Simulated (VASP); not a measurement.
All values below come from TPSS meta-GGA, VASP's PBE PAW potentials (set 64) (plane waves; VASP).

Input for VASP

### KPOINTS
```
Automatic mesh
0
Gamma
13 13 13
0 0 0
```

**INCAR**
```
EDIFF  =  1E-7
LCHARG  =  F
LMIXTAU  =  T
ALGO  =  Normal
LMAXMIX  =  4   # l cut-off of mixed one-centre charges
LREAL  =  F
NELM  =  100   # most electronic steps
LASPH  =  T   # aspherical one-centre terms
ENCUT  =  520
SIGMA  =  0.1   # width (eV)
METAGGA  =  TPSS
SYSTEM  =  NiAl
LWAVE  =  F
ISMEAR  =  1
ISIF  =  2
PREC  =  Accurate
```

File POSCAR:
```
NiAl
1
    2.9013527277     0.0000000000     0.0000000000
    0.0000000000     2.9013527277     0.0000000000
    0.0000000000     0.0000000000     2.9013527277
Al Ni
1 1
Direct
  0.5000000000   0.5000000000   0.5000000000
  0.0000000000   0.0000000000   0.0000000000
```

POTCAR, in this order: Al Ni (PBE.64 set). Program: vasp_std.

The run wrote:

**OSZICAR**
```
       N       E                     dE             d eps       ncg     rms          rms(c)
DAV:   1     0.631745306689E+02    0.63175E+02   -0.79188E+03  1680   0.195E+03
DAV:   2    -0.228194016250E+01   -0.65456E+02   -0.63052E+02  1716   0.309E+02
DAV:   3    -0.560121881874E+01   -0.33193E+01   -0.32959E+01  2120   0.939E+01
DAV:   4    -0.565402083817E+01   -0.52802E-01   -0.52784E-01  2252   0.119E+01
DAV:   5    -0.565561987813E+01   -0.15990E-02   -0.15990E-02  2260   0.180E+00    0.579E+00
DAV:   6    -0.259354926508E+02   -0.20280E+02   -0.52245E+01  1888   0.828E+01    0.172E+01
DAV:   7    -0.246427025871E+02    0.12928E+01   -0.14554E+00  2096   0.177E+01    0.138E+01
DAV:   8    -0.233724198134E+02    0.12703E+01   -0.19292E+00  1994   0.216E+01    0.860E+00
DAV:   9    -0.225445948332E+02    0.82782E+00   -0.45753E+00  1924   0.336E+01    0.156E+00
DAV:  10    -0.226525003982E+02   -0.10791E+00   -0.11752E+00  1998   0.165E+01    0.352E+00
DAV:  11    -0.226187946743E+02    0.33706E-01   -0.41652E-02  2012   0.262E+00    0.266E+00
DAV:  12    -0.225439669436E+02    0.74828E-01   -0.31292E-01  1848   0.974E+00    0.122E+00
DAV:  13    -0.225421164492E+02    0.18505E-02   -0.65452E-03  1740   0.139E+00    0.863E-01
DAV:  14    -0.225389249086E+02    0.31915E-02   -0.40858E-02  1876   0.349E+00    0.310E-01
DAV:  15    -0.225389364250E+02   -0.11516E-04   -0.17090E-03  2458   0.538E-01    0.210E-01
DAV:  16    -0.225389682542E+02   -0.31829E-04   -0.19561E-04  2354   0.189E-01    0.306E-02
DAV:  17    -0.225389681868E+02    0.67480E-07   -0.68677E-06  1788   0.400E-02    0.202E-02
DAV:  18    -0.225389652596E+02    0.29272E-05   -0.25401E-05  2012   0.811E-02    0.162E-02
DAV:  19    -0.225389720819E+02   -0.68223E-05   -0.34698E-06  1898   0.304E-02    0.434E-03
DAV:  20    -0.225389721965E+02   -0.11455E-06   -0.11061E-07   918   0.592E-03    0.112E-03
DAV:  21    -0.225389722655E+02   -0.69058E-07   -0.23074E-08   840   0.279E-03
   1 F= -.22538972E+02 E0= -.22539073E+02  d E =0.302351E-03
```

### OUTCAR
```
------------------------ aborting loop because EDIFF is reached ----------------------------------------
  FORCE on cell =-STRESS in cart. coord.  units (eV):
  Direction    XX          YY          ZZ          XY          YZ          ZX
  --------------------------------------------------------------------------------------
  Total       -0.7874629     -0.7874629     -0.7874629      0.0000000     -0.0000000      0.0000000
  in kB      -51.6581812    -51.6581812    -51.6581812      0.0000000     -0.0000000      0.0000000
  external PRESSURE =     -51.6581812 kB  Pullay stress =       0.0000000 kB
  volume of cell :       24.42
      direct lattice vectors                 reciprocal lattice vectors
     2.901352728  0.000000000  0.000000000     0.344666814  0.000000000  0.000000000
     0.000000000  2.901352728  0.000000000     0.000000000  0.344666814  0.000000000
     0.000000000  0.000000000  2.901352728     0.000000000  0.000000000  0.344666814
 POSITION                                       TOTAL-FORCE (eV/Angst)
 -----------------------------------------------------------------------------------
      1.45068      1.45068      1.45068         0.000000      0.000000      0.000000
      0.00000      0.00000      0.00000         0.000000      0.000000      0.000000
 -----------------------------------------------------------------------------------
    total drift:                               -0.000000      0.000000      0.000000
  FREE ENERGIE OF THE ION-ELECTRON SYSTEM (eV)
  ---------------------------------------------------
  free  energy   TOTEN  =       -22.5389722655 eV

  energy  without entropy=      -22.5392746162  energy(sigma->0) =      -22.53907305
```
(Selected blocks of OUTCAR.)

The compound is NiAl in the CsCl type structure. This cell is one point of a volume scan, at 1.03 of the reference volume. The run is not spin-polarised, so no magnetic state was tried. The electron count is odd and the run is not spin-polarised, which forces a metal.
